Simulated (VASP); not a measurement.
All values below come from PBE GGA with D3 dispersion (zero damping), VASP's PBE PAW potentials (set 64) (plane waves; VASP 6.6.1).

A VASP calculation is set up with these files.

File POSCAR:
```
LiH
1
    0.0000000000     2.0400000000     2.0400000000
    2.0400000000     0.0000000000     2.0400000000
    2.0400000000     2.0400000000     0.0000000000
Li H
1 1
Direct
  0.0000000000   0.0000000000   0.0000000000
  0.5000000000   0.5000000000   0.5000000000
```

### INCAR
```
# general
SYSTEM  =  LiH
PREC    =  Accurate
ENCUT   =  520
LREAL   =  F
LASPH   =  T

# electronic loop
EDIFF   =  1E-6
NELM    =  100
ALGO    =  Normal

# smearing
ISMEAR  =  0
SIGMA   =  0.05

# functional
GGA     =  PE
IVDW    =  11

# ions
IBRION  =  2
NSW     =  60
ISIF    =  3
EDIFFG  =  -0.01

# output
LWAVE   =  F
LCHARG  =  F
```

### KPOINTS
```
Automatic mesh
0
Gamma
10 10 10
0 0 0
```

POTCAR, in this order: Li_sv H (PBE.64 set). Program: vasp_std.

The run wrote:

File OSZICAR:
```
       N       E                     dE             d eps       ncg     rms          rms(c)
DAV:   1    -0.128570806429E+01   -0.12857E+01   -0.14493E+03   576   0.612E+02
DAV:   2    -0.626559116704E+01   -0.49799E+01   -0.49795E+01   816   0.673E+01
DAV:   3    -0.636029439526E+01   -0.94703E-01   -0.94703E-01   660   0.923E+00
DAV:   4    -0.636173682610E+01   -0.14424E-02   -0.14424E-02   792   0.102E+00
DAV:   5    -0.636174112563E+01   -0.42995E-05   -0.42995E-05   672   0.476E-02    0.285E+00
DAV:   6    -0.617957275042E+01    0.18217E+00   -0.15984E-01   660   0.179E+00    0.142E+00
DAV:   7    -0.611997126975E+01    0.59601E-01   -0.20698E-01   726   0.227E+00    0.223E-01
DAV:   8    -0.612193998059E+01   -0.19687E-02   -0.54501E-03   672   0.641E-01    0.438E-02
DAV:   9    -0.612188854917E+01    0.51431E-04   -0.23036E-04   804   0.885E-02    0.963E-03
DAV:  10    -0.612188484531E+01    0.37039E-05   -0.62531E-06   654   0.234E-02    0.295E-03
DAV:  11    -0.612188405317E+01    0.79214E-06   -0.45939E-07   390   0.523E-03
   1 F= -.63215249E+01 E0= -.63215249E+01  d E =-.632152E+01
       N       E                     dE             d eps       ncg     rms          rms(c)
DAV:   1    -0.612981454674E+01   -0.79297E-02   -0.94641E-02   726   0.303E+00    0.617E-01
DAV:   2    -0.612822108440E+01    0.15935E-02   -0.62412E-03   660   0.737E-01    0.383E-01
DAV:   3    -0.612702314188E+01    0.11979E-02   -0.21484E-03  1038   0.303E-01    0.555E-02
DAV:   4    -0.612700307038E+01    0.20071E-04   -0.45335E-05   774   0.780E-02    0.163E-02
DAV:   5    -0.612701749018E+01   -0.14420E-04   -0.19701E-05   924   0.352E-02    0.205E-03
DAV:   6    -0.612701904559E+01   -0.15554E-05   -0.32492E-07   330   0.706E-03    0.781E-04
DAV:   7    -0.612701887774E+01    0.16786E-06   -0.48337E-08   300   0.231E-03
   2 F= -.63350220E+01 E0= -.63350220E+01  d E =-.134971E-01
       N       E                     dE             d eps       ncg     rms          rms(c)
DAV:   1    -0.613752098001E+01   -0.10502E-01   -0.50648E-01   708   0.733E+00    0.140E+00
DAV:   2    -0.612943356202E+01    0.80874E-02   -0.35388E-02   648   0.180E+00    0.874E-01
DAV:   3    -0.612368217828E+01    0.57514E-02   -0.11200E-02  1026   0.705E-01    0.136E-01
DAV:   4    -0.612355466899E+01    0.12751E-03   -0.21339E-04   768   0.188E-01    0.466E-02
DAV:   5    -0.612357532864E+01   -0.20660E-04   -0.11007E-04   918   0.832E-02    0.232E-03
DAV:   6    -0.612358099729E+01   -0.56687E-05   -0.25974E-06   444   0.178E-02    0.125E-03
DAV:   7    -0.612358195948E+01   -0.96219E-06   -0.12376E-07   294   0.376E-03
   3 F= -.63513107E+01 E0= -.63513107E+01  d E =-.297858E-01
       N       E                     dE             d eps       ncg     rms          rms(c)
DAV:   1    -0.611964339577E+01    0.39376E-02   -0.46786E-02   738   0.215E+00    0.428E-01
DAV:   2    -0.611879018644E+01    0.85321E-03   -0.18482E-03   684   0.436E-01    0.258E-01
DAV:   3    -0.611824144820E+01    0.54874E-03   -0.95959E-04   966   0.204E-01    0.272E-02
DAV:   4    -0.611823017896E+01    0.11269E-04   -0.16746E-05   618   0.517E-02    0.918E-03
DAV:   5    -0.611823967958E+01   -0.95006E-05   -0.78234E-06   876   0.228E-02    0.206E-03
DAV:   6    -0.611823863692E+01    0.10427E-05   -0.16763E-07   282   0.509E-03    0.308E-04
DAV:   7    -0.611823901876E+01   -0.38184E-06   -0.64163E-08   282   0.299E-03
   4 F= -.63521551E+01 E0= -.63521551E+01  d E =-.306302E-01
```

**OUTCAR**
```
------------------------ aborting loop because EDIFF is reached ----------------------------------------
 Edisp (eV)   -0.23392
  FORCE on cell =-STRESS in cart. coord.  units (eV):
  Direction    XX          YY          ZZ          XY          YZ          ZX
  --------------------------------------------------------------------------------------
  Total       0.00622     0.00622     0.00622    -0.00000    -0.00000    -0.00000
  in kB       0.66951     0.66951     0.66951    -0.00000    -0.00000    -0.00000
  external pressure =        0.67 kB  Pullay stress =        0.00 kB
  volume of cell :       14.88
      direct lattice vectors                 reciprocal lattice vectors
    -0.000000000  1.952343729  1.952343729    -0.256102444  0.256102444  0.256102444
     1.952343729  0.000000000  1.952343729     0.256102444 -0.256102444  0.256102444
     1.952343729  1.952343729 -0.000000000     0.256102444  0.256102444 -0.256102444
  FREE ENERGIE OF THE ION-ELECTRON SYSTEM (eV)
  ---------------------------------------------------
  free  energy   TOTEN  =        -6.3521550741 eV

  energy  without entropy=       -6.3521550741  energy(sigma->0) =       -6.35215507

 reached required accuracy - stopping structural energy minimisation
```
(Selected blocks of OUTCAR.)

**CONTCAR**
```
LiH
   1.00000000000000
    -0.0000000000000000    1.9523437288480969    1.9523437288480969
     1.9523437288480969    0.0000000000000000    1.9523437288480969
     1.9523437288480969    1.9523437288480969   -0.0000000000000000
  Li              H
     1     1
Direct
     1.0000000000000000    1.0000000000000000    0.0000000000000000
     0.5000000000000000    0.5000000000000000    0.5000000000000000
```

**OUTCAR**
```
 val. band max:        0.4744719217   @ k =   0.5000   0.5000   0.0000

 cond. band min:       3.3899052541   @ k =   0.5000   0.5000   0.0000


 Fermi energy:         0.8099818383

 k-point     1 :       0.0000    0.0000    0.0000
  band No.  band energies     occupation
      1     -43.7527      2.00000
      2      -5.2619      2.00000
      3      17.6041      0.00000
      4      19.1868      0.00000
      5      19.1868      0.00000
      6      19.1868      0.00000

 k-point     2 :       0.1000    0.0000    0.0000
  band No.  band energies     occupation
      1     -43.7468      2.00000
      2      -5.0809      2.00000
      3      15.8986      0.00000
      4      18.2339      0.00000
      5      18.7666      0.00000
      6      18.7666      0.00000

 k-point     3 :       0.2000    0.0000    0.0000
  band No.  band energies     occupation
      1     -43.7312      2.00000
      2      -4.5515      2.00000
      3      12.3740      0.00000
      4      16.9312      0.00000
      5      18.0955      0.00000
      6      18.0955      0.00000

 k-point     4 :       0.3000    0.0000    0.0000
  band No.  band energies     occupation
      1     -43.7120      2.00000
      2      -3.7353      2.00000
      3       9.0462      0.00000
      4      15.8169      0.00000
      5      17.6929      0.00000
      6      17.6929      0.00000

 k-point     5 :       0.4000    0.0000    0.0000
  band No.  band energies     occupation
      1     -43.6964      2.00000
      2      -2.8383      2.00000
      3       6.5727      0.00000
      4      15.0851      0.00000
      5      17.6376      0.00000
      6      17.6376      0.00000

 k-point     6 :       0.5000    0.0000    0.0000
  band No.  band energies     occupation
      1     -43.6904      2.00000
      2      -2.3894      2.00000
      3       5.5900      0.00000
      4      14.8321      0.00000
      5      17.7088      0.00000
      6      17.7088      0.00000
...
```

Energy and stress use the plane-wave basis of the starting cell.

The compound is LiH in the rock salt structure. This run relaxes it. Symmetry was kept, so distortions that lower it aren't found.
